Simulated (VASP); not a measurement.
Consider the following.

```
Al2Pt
1.0
    0.00000     2.91286     2.91286
    2.91286     0.00000     2.91286
    2.91286     2.91286     0.00000
Al Pt
2 1
Cartesian
  1.45643   1.45643   1.45643
  4.36928   4.36928   4.36928
  0.00000   0.00000   0.00000
```

Computed with PBE GGA with D4 dispersion, VASP's PBE PAW potentials (set 64) (plane waves; VASP). Settings: 520 eV cut-off, 9×9×9 Γ-centred mesh, first-order Methfessel-Paxton smearing of 0.10 eV, potentials Al Pt.

Unless said otherwise, spin-orbit coupling is left out, though it shifts the bands of the heavy elements here.

Q: Estimate the energy per atom (σ→0), pressure, band gap (on the k-mesh) with the smallest direct gap where there is one.

A: 
```
Item                                                         Value
------------------------  ----------------------------------------
band gap (on the k-mesh)  none (metal, semimetal or under 0.01 eV)
energy per atom (σ→0)                               -5.847 eV/atom
pressure                                                  4.63 GPa
```

Only differences to runs with the same potentials and settings are physical.

The compound is PtAl2 in the fluorite structure. This cell is one point of a volume scan, at 0.97 of the reference volume.
